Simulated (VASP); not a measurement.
A convergence study with VASP on Ho (hcp): one setting is varied, all else stays as given below, so the limit is that of these other settings.

```
CELL_PARAMETERS angstrom
      1.79000    -3.10037     0.00000
      1.79000     3.10037     0.00000
      0.00000     0.00000     5.62000
ATOMIC_POSITIONS crystal
  Ho 0.33333 0.66667 0.25000
  Ho 0.66667 0.33333 0.75000
```

The numbers are results of PBE GGA, VASP's PBE PAW potentials (set 64) (plane waves; VASP), not measurements. The tightest run used: 550 eV cut-off, 21×21×11 Γ-centred mesh, first-order Methfessel-Paxton smearing of 0.10 eV, potentials Ho_3.

The 4f electrons are frozen in the core of the lanthanide potential, so 4f levels, which can set the real gap, and their magnetism are missing.

Task: The settings run are 1×1×1 mesh; 2×2×1 mesh; 3×3×2 mesh; 4×4×2 mesh; 5×5×3 mesh; 6×6×3 mesh; 7×7×4 mesh; 8×8×4 mesh; 9×9×5 mesh; 10×10×5 mesh; 11×11×6 mesh; 12×12×6 mesh; 13×13×7 mesh; 14×14×8 mesh; 15×15×8 mesh; 16×16×9 mesh; 17×17×9 mesh; 18×18×10 mesh; 19×19×10 mesh; 20×20×11 mesh; 21×21×11 mesh. From which on does the stress (every component) stay within 0.5 GPa of the tightest run?

Result: From 7×7×4 mesh on: it is off by 0.23 there and by no more than 0.5 in any finer run, while 6×6×3 mesh is off by 0.80.
```csv
setting,E (eV/atom),pressure (GPa),irreducible k-points,difference judged (GPa)
1×1×1 mesh,-5.7741,20.55,1,58.70
2×2×1 mesh,-5.2261,-9.56,2,10.88
3×3×2 mesh,-4.4584,-0.64,6,1.47
4×4×2 mesh,-4.4651,1.55,8,2.83
5×5×3 mesh,-4.4873,0.36,10,0.64
6×6×3 mesh,-4.5296,-0.28,14,0.80
7×7×4 mesh,-4.5152,0.49,24,0.23
8×8×4 mesh,-4.5116,0.51,30,0.34
9×9×5 mesh,-4.5129,0.20,36,0.25
10×10×5 mesh,-4.5102,0.19,42,0.29
11×11×6 mesh,-4.5165,0.23,64,0.27
12×12×6 mesh,-4.5140,0.31,76,0.11
13×13×7 mesh,-4.5103,0.32,84,0.19
14×14×8 mesh,-4.5148,0.24,120,0.10
15×15×8 mesh,-4.5141,0.25,135,0.10
16×16×9 mesh,-4.5120,0.31,150,0.04
17×17×9 mesh,-4.5117,0.32,165,0.04
18×18×10 mesh,-4.5133,0.27,222,0.07
19×19×10 mesh,-4.5133,0.26,240,0.06
20×20×11 mesh,-4.5129,0.30,264,0.03
21×21×11 mesh,-4.5132,0.30,288,0.00
```

Left out are rungs that failed or repeat a setting and relaxations that didn't move; long series are thinned to 24 rows.

The compound is Ho in the hcp structure. The cell was not relaxed at this level.
